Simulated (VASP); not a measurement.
```
CELL_PARAMETERS angstrom
      1.68155    -2.91253     0.00000
      1.68155     2.91253     0.00000
      0.00000     0.00000    13.35473
ATOMIC_POSITIONS crystal
  W  0.33333 0.66667 0.25000
  W  0.66667 0.33333 0.75000
  Se 0.33333 0.66667 0.87754
  Se 0.66667 0.33333 0.37754
  Se 0.66667 0.33333 0.12246
  Se 0.33333 0.66667 0.62246
```

Computed with optB88-vdW, VASP's PBE PAW potentials (set 64) (plane waves; VASP). Numerical set-up: 520 eV cut-off, 8×8×2 Γ-centred mesh, Gaussian smearing of 0.050 eV, potentials W_sv Se.

Problem. The ions and cell shape at fixed volume are relaxed. What does this cell relax into?

Solution. 
```
CELL_PARAMETERS angstrom
      1.67108    -2.89439     0.00000
      1.67108     2.89439     0.00000
      0.00000     0.00000    13.52258
ATOMIC_POSITIONS crystal
  W  0.33333 0.66667 0.25000
  W  0.66667 0.33333 0.75000
  Se 0.33333 0.66667 0.87461
  Se 0.66667 0.33333 0.37461
  Se 0.66667 0.33333 0.12539
  Se 0.33333 0.66667 0.62539
```
Space group P6_3/mmc (194), at a tolerance of 0.03 Å.

Problem. How much energy does the relaxation gain?

Solution. The energy (σ→0) changes by -5.1 meV/atom, in 5 ionic steps.

The compound is WSe2 in the 2H layered structure. This cell is one point of a volume scan, at 1.03 of the reference volume. Symmetry was kept, so distortions that lower it aren't found.
